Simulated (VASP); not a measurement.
Energy against volume of TiO2 (rutile). Computed with r2SCAN+rVV10, VASP's PBE PAW potentials (set 64) (plane waves; VASP 6.6.1). Numerical set-up: 520 eV cut-off, 5×5×8 Γ-centred mesh, Gaussian smearing of 0.050 eV, potentials Ti_sv O.

Shape and ions are relaxed at each volume.

```csv
V (Å³/atom),E (eV/atom)
9.763,-11.39702
10.075,-11.42139
10.386,-11.42924
10.698,-11.42329
```

Problem. Fit these four points and predict the energy of the run at 11.010 Å³/atom.

Solution. A cubic in V^(−2/3), the third-order Birch-Murnaghan form, passes through the four points with V0 = 10.40 Å³/atom and B0 = 235 GPa, and gives -11.4058 eV/atom there. The run gave -11.4059 eV/atom, -0.2 meV/atom from the fit; all five points give B0 = 234 GPa.

The compound is TiO2 in the rutile structure. It was relaxed first.
